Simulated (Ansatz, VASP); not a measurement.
# C (Diamond): VASP beside Ansatz

Wanted: the spread between two codes on one cell, functional and k mesh. The cell is taken from a series of runs on this material, whose earlier steps may have relaxed, scaled, displaced or heated it; both programs get it as it stands.

Program: Ansatz 0.2.0. Level of theory: plane waves, with VASP 6.6.1 beside it; single point at LDA. Results are calculated unless marked as measured.

### 1. Set-up

The structure is cubic, space group Fd-3m (No. 227). The conventional cell has a = 3.494 Å, b = 3.494 Å, c = 3.494 Å, α = 90.00°, β = 90.00°, γ = 90.00°. Nearest to C lie 4 C at 1.51 Å.

### 2. Ansatz: single point, LDA

Ansatz runs on its default PAW (the set named soft_2) files.

A single point gives forces, pressure and levels at one fixed geometry, so differences don't come from the geometry; what else differs is listed under the comparison.

input.yaml reads:

```yaml
crystal:
  lattice:
    - [0.0, 1.746964, 1.746964]
    - [1.746964, 0.0, 1.746964]
    - [1.746964, 1.746964, 0.0]
  atoms:
    - { symbol: C, position: [0.5, 0.5, 0.5] }
    - { symbol: C, position: [0.75, 0.75, 0.75] }
kpoints:
  mp_grid: { grid: [12, 12, 12] }
hamiltonian:
  xc: lda
scf:
  occupations: { method: gaussian, width: 0.01 }
  n_extra_bands: 8
output:
  eigenvalues: true
  eigenstates:
    kpoints:
      - [0.0, 0.366460372, 0.366460372]
      - [0.0, 0.368684675, 0.368684675]
      - [0.002224304, 0.366460372, 0.368684675]
      - [0.002224304, 0.368684675, 0.366460372]
      - [0.00157282, 0.368033192, 0.369606012]
      - [-0.00157282, 0.368033192, 0.366460372]
      - [0.00157282, 0.369606012, 0.368033192]
      - [-0.00157282, 0.366460372, 0.368033192]
      - [0.00314564, 0.368033192, 0.368033192]
      - [0.0, 0.364887552, 0.368033192]
      - [0.002568405, 0.369028776, 0.369028776]
      - [0.0, 0.366460372, 0.369028776]
      - [0.0, 0.369028776, 0.366460372]
      - [0.002568405, 0.366460372, 0.366460372]
      - [0.0, 0.364236068, 0.364236068]
      - [-0.002224304, 0.366460372, 0.364236068]
      - [-0.002224304, 0.364236068, 0.366460372]
      - [-0.00157282, 0.364887552, 0.363314731]
      - [0.00157282, 0.364887552, 0.366460372]
      - [-0.00157282, 0.363314731, 0.364887552]
      - [0.00157282, 0.366460372, 0.364887552]
      - [-0.00314564, 0.364887552, 0.364887552]
      - [0.0, 0.368033192, 0.364887552]
      - [-0.002568405, 0.363891967, 0.363891967]
      - [0.0, 0.366460372, 0.363891967]
      - [0.0, 0.363891967, 0.366460372]
      - [-0.002568405, 0.366460372, 0.366460372]
      - [0.0, 0.37480151, 0.37480151]
      - [0.008341139, 0.366460372, 0.37480151]
      - [0.008341139, 0.37480151, 0.366460372]
      - [0.005898076, 0.372358447, 0.378256523]
      - [-0.005898076, 0.372358447, 0.366460372]
      - [0.005898076, 0.378256523, 0.372358447]
      - [-0.005898076, 0.366460372, 0.372358447]
      - [0.011796151, 0.372358447, 0.372358447]
      - [0.0, 0.360562296, 0.372358447]
      - [0.009631517, 0.376091889, 0.376091889]
      - [0.0, 0.366460372, 0.376091889]
      - [0.0, 0.376091889, 0.366460372]
      - [0.009631517, 0.366460372, 0.366460372]
      - [0.0, 0.358119233, 0.358119233]
      - [-0.008341139, 0.366460372, 0.358119233]
      - [-0.008341139, 0.358119233, 0.366460372]
      - [-0.005898076, 0.360562296, 0.35466422]
      - [0.005898076, 0.360562296, 0.366460372]
      - [-0.005898076, 0.35466422, 0.360562296]
      - [0.005898076, 0.366460372, 0.360562296]
      - [-0.011796151, 0.360562296, 0.360562296]
      - [0.0, 0.372358447, 0.360562296]
      - [-0.009631517, 0.356828854, 0.356828854]
      - [0.0, 0.366460372, 0.356828854]
      - [0.0, 0.356828854, 0.366460372]
      - [-0.009631517, 0.366460372, 0.366460372]
      - [0.0, 0.0, 0.0]
      - [0.0, 0.002224304, 0.002224304]
      - [0.002224304, 0.0, 0.002224304]
      - [0.002224304, 0.002224304, 0.0]
      - [0.00157282, 0.00157282, 0.00314564]
      - [-0.00157282, 0.00157282, 0.0]
      - [0.00157282, 0.00314564, 0.00157282]
      - [-0.00157282, 0.0, 0.00157282]
      - [0.00314564, 0.00157282, 0.00157282]
      - [0.0, -0.00157282, 0.00157282]
      - [0.002568405, 0.002568405, 0.002568405]
      - [0.0, 0.0, 0.002568405]
      - [0.0, 0.002568405, 0.0]
      - [0.002568405, 0.0, 0.0]
      - [0.0, -0.002224304, -0.002224304]
      - [-0.002224304, 0.0, -0.002224304]
      - [-0.002224304, -0.002224304, 0.0]
      - [-0.00157282, -0.00157282, -0.00314564]
      - [0.00157282, -0.00157282, 0.0]
      - [-0.00157282, -0.00314564, -0.00157282]
      - [0.00157282, 0.0, -0.00157282]
      - [-0.00314564, -0.00157282, -0.00157282]
      - [0.0, 0.00157282, -0.00157282]
      - [-0.002568405, -0.002568405, -0.002568405]
      - [0.0, 0.0, -0.002568405]
      - [0.0, -0.002568405, 0.0]
      - [-0.002568405, 0.0, 0.0]
      - [0.0, 0.008341139, 0.008341139]
      - [0.008341139, 0.0, 0.008341139]
      - [0.008341139, 0.008341139, 0.0]
      - [0.005898076, 0.005898076, 0.011796151]
      - [-0.005898076, 0.005898076, 0.0]
      - [0.005898076, 0.011796151, 0.005898076]
      - [-0.005898076, 0.0, 0.005898076]
      - [0.011796151, 0.005898076, 0.005898076]
      - [0.0, -0.005898076, 0.005898076]
      - [0.009631517, 0.009631517, 0.009631517]
      - [0.0, 0.0, 0.009631517]
      - [0.0, 0.009631517, 0.0]
      - [0.009631517, 0.0, 0.0]
      - [0.0, -0.008341139, -0.008341139]
      - [-0.008341139, 0.0, -0.008341139]
      - [-0.008341139, -0.008341139, 0.0]
      - [-0.005898076, -0.005898076, -0.011796151]
      - [0.005898076, -0.005898076, 0.0]
      - [-0.005898076, -0.011796151, -0.005898076]
      - [0.005898076, 0.0, -0.005898076]
      - [-0.011796151, -0.005898076, -0.005898076]
      - [0.0, 0.005898076, -0.005898076]
      - [-0.009631517, -0.009631517, -0.009631517]
      - [0.0, 0.0, -0.009631517]
      - [0.0, -0.009631517, 0.0]
      - [-0.009631517, 0.0, 0.0]
checkpoint:
  read: start.run
  write: ck
  compress: false
  write_wavefunctions: false
  write_every: 100000
```

Launch:

```bash
$ ansatz run input.yaml --threads 16 --pin off --max-ram 61440MiB --backend cuda --events-out ev --progress --plain --runs-dir out
```

Numbers of over 12 decimals in the logs are rounded to 6 here.

What it wrote:

```text
scf.n_extra_bands = 8 over 4 filled bands (N_el = 8.0): the run solves 12 bands
Engine: ansatz 0.2.0, aarch64-unknown-linux-gnu
Pseudopotentials: kind: paw
Pseudopotential: C, paw, valence charge 4, recommended cutoff 420 eV (normal), C.paw.azcp
Functional definition: SPW92
  exchange = slater_x
  correlation = pw_c
device memory: the entry about to start is reckoned to put 1.3 GiB on a device that reports 182.5 GiB free
GPU FFT provider: cuFFT
GPU libraries: cuBLAS 13.8.1, cuFFT 12.4.0, cuSOLVER 12.3.2
GPU matrix products: emulated (plane waves: as basis.precision tells), large ones in fixed point in workspaces of 1.00 GiB
Crystal: 2 atoms, lattice volume = 10.663 Å³
Basis set: ecut = 420 eV, 181 PW (Γ)
Bands: 12, of which v1, the nominal top of the filled ones, is band 4 counted from 1 (3 counted from 0)
Symmetry: 48 space group operations
Space group: Fd-3m (ITA 227), of the structure as read, at distance tolerance 2.2e-5 Å
k-points: 72 of 1728
Non-local potential: C, projectors of the file, l = 0: 2, l = 1: 2, l = 2: 1
PAW form: soft (Blöchl's): semilocal exchange-correlation on the pseudo side does not see the compensation charge
PAW frozen core: C, regenerated for the run's functional, and the local potential with it (the file was generated under x = pbe(κ = 0.804, μ = 0.219515), c = pbe(β = 0.066725))
PAW one-centre angular grid: C, 110 points (default); XC on 64 Gauss nodes
Initial density: read from a saved state, or passed on in memory by an earlier SCF of this step, an earlier step, the calling program or the single point that the run made first
Stability of the state it starts from, as read at its close in the unpolarized treatment: not read negative (Ritz values of 1 − χ₀K, real part plus size of imaginary part, from 0.53 to 1.1, by its mixing steps under the symmetry group of the SCF that read it)
Initial wavefunctions: pseudopotential atomic-orbital guess
GPU buffer pool allocated for 5832 grid points (all kernels)
GPU transforms: local potential and band sums: pruned to the plane-wave sphere, on 18×18×18
Functional: x = slater, c = lda
iter 1 solved again at ethr=8.36e-9 eV; its pass at ethr=3.10e-3 eV (dr2=6.69e-7 eV) is discarded
SCF iter   1: F=—  HF=-485.968238 eV  |F-HF|=—  |Δ(HF+E_count)|=         —  Δρ=5.34e-7  dr2=2.12e-11  ethr=8.36e-9  ⟨swp⟩=3.1  Hψ=7722  notcnv=0
preconditioner: auto → none  [insulator: Δε(μ)=4.283 eV  Ē_g=27.707 eV  σ=0.010 eV  W_gap=1.00  n_scr=0 (ndim 8)  ℏωp=32.2 eV  f_vac=0.000  D(μ)=0.00/eV (n_scr^D=0)  ε∞_Penn≈2.3]
iter 2 did not close the SCF: its close was put off for the readings that it lacked (scf_convergence_deferred on its scf_iter line)
SCF iter   2: F=-485.968238 eV  HF=-485.968238 eV  |F-HF|=2.44e-12  |Δ(HF+E_count)|=  4.84e-10  Δρ=2.25e-7  dr2=4.69e-12  ethr=1.00e-12  ⟨swp⟩=2.5  Hψ=1128  notcnv=0
iter 3 did not close the SCF: its close was put off for the readings that it lacked (scf_convergence_deferred on its scf_iter line)
SCF iter   3: F=-485.968238 eV  HF=-485.968238 eV  |F-HF|=1.14e-13  |Δ(HF+E_count)|=  1.76e-12  Δρ=5.68e-8  dr2=9.27e-14  ethr=1.00e-12  ⟨swp⟩=1.0  Hψ=864  notcnv=0
iter 4 did not close the SCF: its close was put off for the readings that it lacked (scf_convergence_deferred on its scf_iter line)
SCF iter   4: F=-485.968238 eV  HF=-485.968238 eV  |F-HF|=0.00e0  |Δ(HF+E_count)|=  3.41e-13  Δρ=2.35e-8  dr2=1.32e-14  ethr=1.00e-12  ⟨swp⟩=1.0  Hψ=864  notcnv=0
iter 5 did not close the SCF: its close was put off for the readings that it lacked (scf_convergence_deferred on its scf_iter line)
SCF iter   5: F=-485.968238 eV  HF=-485.968238 eV  |F-HF|=0.00e0  |Δ(HF+E_count)|=    0.00e0  Δρ=2.09e-9  dr2=9.39e-17  ethr=1.00e-12  ⟨swp⟩=1.0  Hψ=864  notcnv=0
SCF iter   6: F=-485.968238 eV  HF=-485.968238 eV  |F-HF|=0.00e0  |Δ(HF+E_count)|=    0.00e0  Δρ=3.99e-10  dr2=3.60e-18  ethr=1.00e-12  ⟨swp⟩=1.0  Hψ=2016  notcnv=0
SCF 1 converged in 6 iterations: F = -485.968238 eV  dr2 = 3.60e-18
  greatest PAW one-centre occupation: 0.647 electrons in one spin orbital (limit 2), on the C atom at site 1 (counted from 0), in its partial waves of l = 0
device memory: the entry about to start is reckoned to put 1.0 GiB on a device that reports 182.5 GiB free
NSCF: frozen V_eff on 106 k-points, pencils in batches of 32, up to order 60
SCF converged after 6 iterations
Free energy (F): -485.968238 eV
Harris-Foulkes:  -485.968238 eV  (|F-HF|=0.00e0)
Internal energy: -485.968238 eV  (E = F + TS)
E sigma→0 (E₀):  -485.968238 eV
Fermi energy:    16.343338 eV
--- Per-component energies (eV) ---
  E_band       = 39.235902
  E_kinetic    = 188.820843
  E_local      = -119.923000  (includes V_loc(G=0)·N_el)
  E_nonlocal   = 56.245691
  E_hartree    = 25.731559
  E_xc         = -97.814889
  E_vxc        = -121.816216  (∫ρ·V_xc dr)
  E_paw        = -183.941389  (= ΣΔE_a)
  E_vpaw       = -15.554550  (= ΣTr[D̂ρ^β])
  E_aug_tail   = 0.000016  (compensation charges beyond the density's cutoff)
  E_ewald      = -355.212733
  E_core_change = 0.125665  (= ΣΔE_core)
  E_smearing   = -0.000000  (= −TS)
  E_closure    = -0.000000  (closes the sum)
  Σ components = -485.968238   (vs F -485.968238, Δ=0.00e0)
--- Band table (eV; the first three rows and the last of 72) ---
  k-point 0: bands = [-7.9693, 14.2019, 14.2019, 14.2019, 19.9172, 19.9172, 19.9172, 29.1311, ... 4 higher]
  k-point 1: bands = [-7.7692, 12.9241, 13.8560, 13.8560, 20.3667, 20.3667, 20.7075, 29.2143, ... 4 higher]
  k-point 2: bands = [-7.1709, 10.3000, 13.1100, 13.1100, 21.3336, 21.3336, 21.9783, 29.4439, ... 4 higher]
  k-point 71: bands = [2.0741, 2.0741, 5.2902, 5.2902, 24.9301, 24.9301, 27.3327, 27.3327, ... 4 higher]
```

### 3. VASP: single point, LDA

The same cell, functional (in two slightly different forms), mesh and smearing now go to VASP, with its own data sets.

Lines of VASP's logs that name or quote its potential files are left out, and so is its time.

INCAR reads:

```
SYSTEM = C
PREC = Accurate
ENCUT = 520
EDIFF = 1E-06
NELM = 120
ISMEAR = 0
SIGMA = 0.01
LREAL = .FALSE.
ALGO = Normal
GGA = PW92
NBANDS = 10
LORBIT = 11
LWAVE = .FALSE.
LCHARG = .FALSE.
ISIF = 2
LASPH = .TRUE.
GGA_COMPAT = .FALSE.
EFERMI = MIDGAP
```

POSCAR reads:

```
C
1.0
    0.0000000000      1.7469640000      1.7469640000
    1.7469640000      0.0000000000      1.7469640000
    1.7469640000      1.7469640000      0.0000000000
C
2
Direct
    0.5000000000      0.5000000000      0.5000000000
    0.7500000000      0.7500000000      0.7500000000
```

KPOINTS reads:

```
Automatic mesh
0
Gamma
12 12 12
0 0 0
```

The projector-augmented-wave data sets are C (LDA family, release 64).

Launch:

```bash
$ mpirun -np 1 vasp_std
```

What it wrote:

```text
[banner, memory and clock lines left out]
running    1 mpi-ranks, on    1 nodes
 distrk:  each k-point on    1 cores,    1 groups
 distr:  one band on    1 cores,    1 groups

 POSCAR found type information on POSCAR C
 POSCAR found :  1 types and       2 ions
|                                                                             |
|               ----> ADVICE to this user running VASP <----                  |
|                                                                             |
|     You enforced a specific xc type in the INCAR file but a different       |
|     [... a line on the potential file left out ...]
|     I HOPE YOU KNOW WHAT YOU ARE DOING!                                     |
|                                                                             |

 LDA part: xc-table for (Slater(with rela. corr.)+PW92), standard interpolation
 POSCAR, INCAR and KPOINTS ok, starting setup
 FFT: planning ... GRIDC
 FFT: planning ... GRID_SOFT
 FFT: planning ... GRID
 WAVECAR not read
 entering main loop
       N       E                     dE             d eps       ncg     rms          rms(c)
DAV:   1    -0.211262765920E+01   -0.21126E+01   -0.49371E+03  1514   0.772E+02
DAV:   2    -0.208880974834E+02   -0.18775E+02   -0.18314E+02  1984   0.132E+02
DAV:   3    -0.211984297691E+02   -0.31033E+00   -0.30986E+00  1674   0.133E+01
DAV:   4    -0.211989953764E+02   -0.56561E-03   -0.56559E-03  1576   0.703E-01
DAV:   5    -0.211989962170E+02   -0.84061E-06   -0.84058E-06  1592   0.245E-02    0.617E+00
DAV:   6    -0.204956565416E+02    0.70334E+00   -0.40516E-01  1492   0.475E+00    0.359E+00
DAV:   7    -0.202520965490E+02    0.24356E+00   -0.47315E-01  1570   0.514E+00    0.815E-01
DAV:   8    -0.202520318151E+02    0.64734E-04   -0.98914E-03  1514   0.894E-01    0.265E-02
DAV:   9    -0.202520202306E+02    0.11585E-04   -0.33136E-05  1600   0.488E-02    0.197E-02
DAV:  10    -0.202520215934E+02   -0.13628E-05   -0.16669E-06  1562   0.117E-02    0.469E-03
DAV:  11    -0.202520215423E+02    0.51079E-07   -0.53715E-08   804   0.196E-03
   1 F= -.20252022E+02 E0= -.20252022E+02  d E =0.000000E+00
```

From OUTCAR (step 3):

```text
ion  position               nearest neighbor table
   1  0.500  0.500  0.500-   2 1.51   2 1.51   2 1.51   2 1.51
   2  0.750  0.750  0.750-   1 1.51   1 1.51   1 1.51   1 1.51

  LATTYP: Found a face centered cubic cell.
 ALAT       =     3.4939280000

 Subroutine GETGRP returns: Found 48 space group operations
 (whereof 24 operations were pure point group operations)

The static configuration has the point symmetry T_d .
 The point group associated with its full space group is O_h .

 Found     72 irreducible k-points:

   k-points           NKPTS =     72   k-points in BZ     NKDIM =     72   number of bands    NBANDS=     10

   dimension x,y,z NGX =    18 NGY =   18 NGZ =   18
   dimension x,y,z NGXF=    36 NGYF=   36 NGZF=   36

   ENCUT  =  520.0 eV  38.22 Ry    6.18 a.u.   4.59  4.59  4.59*2*pi/ulx,y,z

   NELECT =       8.0000    total number of electrons

 k-points in reciprocal lattice and weights: Automatic mesh
   0.00000000  0.00000000  0.00000000       0.001
   0.08333333  0.00000000  0.00000000       0.005
   0.16666667  0.00000000  0.00000000       0.005
   0.25000000  0.00000000  0.00000000       0.005
   0.33333333  0.00000000  0.00000000       0.005
   0.41666667  0.00000000  0.00000000       0.005
   0.50000000  0.00000000  0.00000000       0.002
   0.08333333  0.08333333  0.00000000       0.003
   0.16666667  0.08333333  0.00000000       0.014
[...]
-0.33333333  0.50000000  0.16666667       0.007
  -0.25000000  0.50000000  0.25000000       0.003

 average (electrostatic) potential at core
       1 -48.5974       2 -48.5974

 E-fermi :  12.7837

 k-point     1 :       0.0000    0.0000    0.0000
  band No.  band energies     occupation
      1     -11.5145      2.00000
      2      10.6413      2.00000
      3      10.6413      2.00000
      4      10.6413      2.00000
      5      16.3621      0.00000
      6      16.3621      0.00000
      7      16.3622      0.00000
      8      25.6413      0.00000
      9      30.4871      0.00000
    ...

 k-point     2 :       0.0833    0.0000    0.0000
  band No.  band energies     occupation
      1     -11.3145      2.00000
      2       9.3670      2.00000
      3      10.2970      2.00000
      4      10.2970      2.00000
      5      16.8121      0.00000
      6      16.8121      0.00000
      7      17.1547      0.00000
      8      25.7218      0.00000
      9      30.8011      0.00000
    ...

 k-point     3 :       0.1667    0.0000    0.0000
  band No.  band energies     occupation
      1     -10.7158      2.00000
      2       6.7474      2.00000
      3       9.5547      2.00000
      4       9.5547      2.00000
      5      17.7808      0.00000
      6      17.7808      0.00000
      7      18.4286      0.00000
      8      25.9451      0.00000
      9      31.4579      0.00000
    ...

  Total        1.1299689      1.1299689      1.1299689      0.0000000      0.0000000      0.0000000
  in kB      169.7833887    169.7833887    169.7833887      0.0000000      0.0000000      0.0000000
  external PRESSURE =     169.7833887 kB  Pullay stress =       0.0000000 kB

  energy-cutoff  :      520.00
  volume of cell :       10.66
      direct lattice vectors                 reciprocal lattice vectors
     0.000000000  1.746964000  1.746964000    -0.286210821  0.286210821  0.286210821
     1.746964000  0.000000000  1.746964000     0.286210821 -0.286210821  0.286210821
     1.746964000  1.746964000  0.000000000     0.286210821  0.286210821 -0.286210821

 POSITION                                       TOTAL-FORCE (eV/Angst)
 -----------------------------------------------------------------------------------
      1.74696      1.74696      1.74696         0.000000      0.000000      0.000000
      2.62045      2.62045      2.62045        -0.000000     -0.000000     -0.000000
 -----------------------------------------------------------------------------------
    total drift:                                0.000000     -0.000000      0.000000

  FREE ENERGIE OF THE ION-ELECTRON SYSTEM (eV)
  ---------------------------------------------------
  free  energy   TOTEN  =       -20.2520215423 eV

  energy  without entropy=      -20.2520215423  energy(sigma->0) =      -20.25202154

 total charge
# of ion       s       p       d       tot
------------------------------------------
    1        0.830   1.820   0.000   2.650
    2        0.830   1.820   0.000   2.650
--------------------------------------------------
tot          1.660   3.640   0.000   5.300

[... 3 further parts left out ...]
```

The run ends at a pressure of 16.98 GPa.

### 4. Differences

Known differences besides the potentials themselves: the cutoff is 420 eV in Ansatz and 520 eV in VASP; VASP's log shows a relativistic correction to its local exchange, Ansatz's none. Total energies have different zeros and are not compared.

The two programs side by side:

| quantity | Ansatz | VASP | difference |
| --- | --- | --- | --- |
| gap on the k mesh (eV) | 4.283 | 4.285 | -0.002 |

A gap on the mesh is an upper bound, since the band edges may lie between its points.

### 5. Outcome

```
difference in gap on the k mesh (single point, LDA) : -0.0018 eV
```

**Reading.** The difference in gap on the k mesh is -0.0018 eV (single point, LDA), within the 0.08 eV picked in this series as the mark of a large difference. Such differences can come from data sets, numerical settings and the points named under the comparisons, not from the functional's error against experiment.

[Lines on the potential files, build, host, timing and source positions are cut from VASP's logs without a mark.]

[Logs are printed without paths, hosts, clocks, repeated set-up lines and the standing remarks that a program may print on its own settings, such as how far it seeks lower states.]

[Hosts, paths, dates, database ids (printed as entryN), source tags and the programs' standing remarks are cut or masked in the printed files.]
